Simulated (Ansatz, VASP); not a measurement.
Given: the input of a run of Ansatz 0.2.0 on GeCN2.

Contents of input.yaml:

```yaml
crystal:
  lattice:
    - [1.7571721281, 1.0145038012, 4.821480913]
    - [-1.7571721281, 1.0145038012, 4.821480913]
    - [0.0, -2.0290076023, 4.821480913]
  atoms:
    - { symbol: Ge, position: [0.0, 0.0, 0.0] }
    - { symbol: "N", position: [0.5839044, 0.5839044, 0.5839044] }
    - { symbol: "N", position: [0.4160956, 0.4160956, 0.4160956] }
    - { symbol: C, position: [0.5, 0.5, 0.5] }
kpoints:
  mp_grid: { grid: [9, 9, 9] }
scf:
  occupations: { method: fermi_dirac, width: 0.05 }
hamiltonian:
  xc: lda
  pseudopotentials: { kind: all_electron, lapw: { basis_error: 0.002 } }
output:
  forces: true
  stress: true
  eigenvalues: true
```

Potentials or basis: all-electron LAPW, scalar-relativistic.

The run is started by

```bash
$ ansatz run input.yaml --threads 2 --pin off --max-ram 8192MiB --backend cpu --events-out ev --progress --plain --runs-dir out
```

Problem. Set up the same calculation for VASP 6.6.1. Potentials there: VASP PAW LDA potentials, release 64 (Ge_d, N, C).

Solution. As run (the cutoff follows the program's own potentials):

File INCAR:

```
PREC     = Accurate       # precision mode
ENCUT    = 520            # plane-wave cutoff, eV
EDIFF    = 1E-6           # SCF threshold, eV
ISMEAR   = -1             # smearing method
SIGMA    = 0.05           # smearing width, eV
LREAL    = False          # projectors in reciprocal space
LASPH    = True           # aspherical terms in the spheres
NELM     = 80             # most SCF steps
ALGO     = Normal         # electronic algorithm
ISIF     = 2              # what is computed and relaxed
LWAVE    = False          # write WAVECAR
LCHARG   = False          # write CHGCAR
NBANDS   = 22             # bands
```

File KPOINTS:

```
regular mesh
0
Gamma
  9 9 9
```

POSCAR

```
GeCN2
1.0
    1.7571721281      1.0145038012      4.8214809130
   -1.7571721281      1.0145038012      4.8214809130
    0.0000000000     -2.0290076023      4.8214809130
Ge N C
1 2 1
Direct
    0.0000000000      0.0000000000      0.0000000000
    0.5839044000      0.5839044000      0.5839044000
    0.4160956000      0.4160956000      0.4160956000
    0.5000000000      0.5000000000      0.5000000000
```

Potentials or basis: VASP PAW LDA potentials, release 64 (Ge_d, N, C).

The run is started by

```bash
$ cat potpaw_LDA.64/Ge_d/POTCAR potpaw_LDA.64/N/POTCAR potpaw_LDA.64/C/POTCAR > POTCAR
$ mpirun -np 1 vasp_std > vasp.out
```

Both were run:

|  | VASP | Ansatz | Ansatz less VASP |
| --- | --- | --- | --- |
| gap on the k mesh at the Fermi level (eV) | 0.80 | 0.83 | +0.029 |
| least direct gap on the mesh (eV) | 1.48 | 1.53 | +0.044 |
| pressure (GPa) | 2.0 | 1.8 | -0.28 |
| largest component of the traceless stress (GPa) | 9.36 | 8.43 | -0.925 |
| rms of the force components (eV/Å) | 0.701 | 0.636 | -0.0653 |

Atom by atom the forces differ by 0.065 eV/Å (rms over components). Ansatz ran all-electron here, so the differences hold the error of VASP's frozen core and of both bases.

Caveats: an odd mesh through Γ misses points on the zone boundary, where band edges often lie; forces of over 1 eV/Å show positions far from the minimum, so gaps and moduli don't describe the material at rest; the standard files for N, O and F lose accuracy on very short bonds (VASP).
